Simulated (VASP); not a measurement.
All values below come from PBEsol GGA, VASP's PBE PAW potentials (set 64) (plane waves; VASP).

A VASP calculation is set up with these files.

File KPOINTS:
```
K-points
0
gamma
8 8 4
0 0 0
```

POSCAR:
```
VSe
1.0
  3.9214768626   0.0000000000   0.0000000000
 -1.9607384313   3.3960984575   0.0000000000
  0.0000000000   0.0000000000   6.9023178115
V Se
2 2
Cartesian
 -0.0000019607   2.2640667704   0.0460598611
  1.9607403920   1.1320316871   3.4972187669
 -0.0000019607   2.2640667704   2.5423093182
  1.9607403920   1.1320316871   5.9934682239
```

**INCAR**
```
LREAL=.FALSE.
LCHARG=.FALSE.
EDIFFG=-0.02   # ionic stop
LWAVE=.FALSE.
LASPH=.TRUE.
NSW=60   # most ionic steps
MAGMOM=2*2.0 2*0.0
ALGO=Normal
GGA=PS   # PBEsol
ISMEAR=1   # Methfessel-Paxton
ISPIN=2   # spin-polarised
NELM=100
IBRION=2
SYSTEM=VSe
PREC=Accurate
LMAXMIX=4
LORBIT=10
ISIF=3   # ions, shape and volume
EDIFF=1E-6   # SCF stop (eV)
ENCUT=400
SIGMA=0.1
```

POTCAR, in this order: V_sv Se (PBE.64 set). Program: vasp_std.

The moments were started parallel, and other spin orders were not tried in this run.

**Question.** What does the run give for the energy per atom (σ→0), cell moment, volume per atom, band gap (on the k-mesh)?

**Answer.** 
```
Property                                                    Result
------------------------  ----------------------------------------
energy per atom (σ→0)                               -6913 meV/atom
cell moment                                                6.00 μB
band gap (on the k-mesh)  none (metal, semimetal or under 0.01 eV)
volume per atom                                      22.73 Å³/atom
```

OSZICAR:
```
...
DAV:   2    -0.276545864853E+02    0.12114E-01   -0.34904E-02  3219   0.175E+00    0.448E-01
DAV:   3    -0.276528431573E+02    0.17433E-02   -0.84703E-03  3579   0.637E-01    0.160E-01
DAV:   4    -0.276526485691E+02    0.19459E-03   -0.15483E-03  3985   0.227E-01    0.516E-02
DAV:   5    -0.276526188394E+02    0.29730E-04   -0.13290E-04  3713   0.103E-01    0.292E-02
DAV:   6    -0.276526087013E+02    0.10138E-04   -0.17034E-05  3633   0.369E-02    0.149E-02
DAV:   7    -0.276526039965E+02    0.47048E-05   -0.74878E-06  3310   0.225E-02    0.579E-03
DAV:   8    -0.276526040704E+02   -0.73912E-07   -0.76687E-07  1753   0.774E-03
   9 F= -.27652604E+02 E0= -.27653034E+02  d E =-.656592E-03  mag=     6.0025
```

The structure was generated: VSe was put into the wurtzite type (P6_3mc), which need not be its known phase. This run relaxes it. Symmetry was kept, so distortions that lower it aren't found. The start is the result of an earlier pass.
